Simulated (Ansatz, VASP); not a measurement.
## Rb3Ba in VASP and in Ansatz

Contents of INCAR:

```
SYSTEM = Rb3Ba
PREC     = Accurate       ! precision mode
ENCUT    = 520            ! plane-wave cutoff, eV
EDIFF    = 1E-7           ! SCF threshold, eV
ISMEAR   = -1             ! smearing method
SIGMA    = 0.05           ! smearing width, eV
LREAL    = .False.        ! projectors in reciprocal space
LASPH    = .True.         ! aspherical terms in the spheres
NELM     = 80             ! most SCF steps
ALGO     = Normal         ! electronic algorithm
ISIF     = 2              ! what is computed and relaxed
LWAVE    = .False.        ! write WAVECAR
LCHARG   = .False.        ! write CHGCAR
GGA      = PE             ! functional
NBANDS   = 26             ! bands
```

Contents of KPOINTS:

```
Automatic mesh
0
Gamma
  6 6 6
  0 0 0
```

The input POSCAR:

```
Rb3Ba
1.0
   -3.4158253904      3.4158253904      7.4683505450
    3.4158253904     -3.4158253904      7.4683505450
    3.4158253904      3.4158253904     -7.4683505450
Ba Rb
1 3
Direct
    0.0000000000      0.0000000000      0.0000000000
    0.5000000000      0.5000000000      0.0000000000
    0.2500000000      0.7500000000      0.5000000000
    0.7500000000      0.2500000000      0.5000000000
```

The input input.yaml:

```yaml
crystal:
  lattice:
    - [-3.4158253904, 3.4158253904, 7.468350545]
    - [3.4158253904, -3.4158253904, 7.468350545]
    - [3.4158253904, 3.4158253904, -7.468350545]
  atoms:
    - { symbol: Ba, position: [0.0, 0.0, 0.0] }
    - { symbol: Rb, position: [0.5, 0.5, 0.0] }
    - { symbol: Rb, position: [0.25, 0.75, 0.5] }
    - { symbol: Rb, position: [0.75, 0.25, 0.5] }
hamiltonian:
  xc: pbe
  pseudopotentials: { kind: paw }
kpoints:
  mp_grid: { grid: [6, 6, 6] }
scf:
  occupations: { method: fermi_dirac, width: 0.05 }
output:
  forces: true
  stress: true
  eigenvalues: true
```

Change from the starting cell: volume scaled by 1.04.

Alike in both runs: task single point; functional PBE; k mesh 6 × 6 × 6; occupations fermi-dirac, width 0.05 eV; no spin polarisation.

|  | VASP | Ansatz |
| --- | --- | --- |
| version | VASP 6.6.1 | Ansatz 0.2.0 |
| potentials or method | VASP PAW PBE potentials, release 64 (Ba_sv, Rb_sv) | Ansatz PAW |
| plane-wave cutoff (eV) | 520 | 420 |
| valence electrons in the cell | 37 | 37 |

```tsv
	VASP	Ansatz	Ansatz less VASP
gap on the k mesh at the Fermi level (eV)	none	none	-
pressure (GPa)	-0.1	-0.1	0.00
```

A gap of «none» marks a metal or a gap that the smearing closes.

The runs have no spin-orbit coupling, so splittings on Ba are missing.
